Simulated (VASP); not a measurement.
An input for Quantum ESPRESSO's pw.x (written as the equivalent of a VASP run, and not itself run):

```
&CONTROL
  calculation = 'scf'
  pseudo_dir = './pseudo'
  outdir = './out'
  tprnfor = .true.
  tstress = .true.
/
&SYSTEM
  ibrav = 0
  nat = 2
  ntyp = 2
  ecutwfc = 74
  occupations = 'smearing'
  smearing = 'gaussian'
  degauss = 0.000735
  input_dft = 'pbe'
/
&ELECTRONS
  conv_thr = 7.3e-08
  electron_maxstep = 100
/
ATOMIC_SPECIES
  Li 6.940 Li.upf
  H 1.008 H.upf
CELL_PARAMETERS angstrom
     0.0000000    2.0427670    2.0427670
     2.0427670    0.0000000    2.0427670
     2.0427670    2.0427670    0.0000000
ATOMIC_POSITIONS crystal
  Li   0.0000000  0.0000000  0.0000000
  H    0.5000000  0.5000000  0.5000000
K_POINTS automatic
  14 14 14 0 0 0
```

Write the VASP files for the same calculation (PBE).

This is not unique; one that fits is 
KPOINTS:
```
Automatic mesh
0
Gamma
14 14 14
0 0 0
```

**INCAR**
```
ALGO = Normal
EDIFF = 1E-6
ENCUT = 400
GGA = PE
ISIF = 2
ISMEAR = 0
LASPH = .True.
LCHARG = .False.
LREAL = .False.
LWAVE = .False.
NELM = 100
PREC = Accurate
SIGMA = 0.01
SYSTEM = LiH
```

### POSCAR
```
LiH
2.0427670
  0.0000000000   1.0000000000   1.0000000000
  1.0000000000   0.0000000000   1.0000000000
  1.0000000000   1.0000000000   0.0000000000
Li H
1 1
Cartesian
  0.0000000000   0.0000000000   0.0000000000
  1.0000000000   1.0000000000   1.0000000000
```

POTCAR, in this order: Li_sv H (PBE.64 set). Program: vasp_std.

What does not carry over: the potentials are each code's own (VASP's PAW set, PseudoDojo norm-conserving files in pw.x), so ENCUT and ecutwfc are chosen apart and not converted; conv_thr bounds pw.x's estimated SCF error, while EDIFF bounds the energy change between steps.

The structure comes from a computed database's LiH entry; how it stands against other phases isn't given here. The cell was not relaxed at this level.
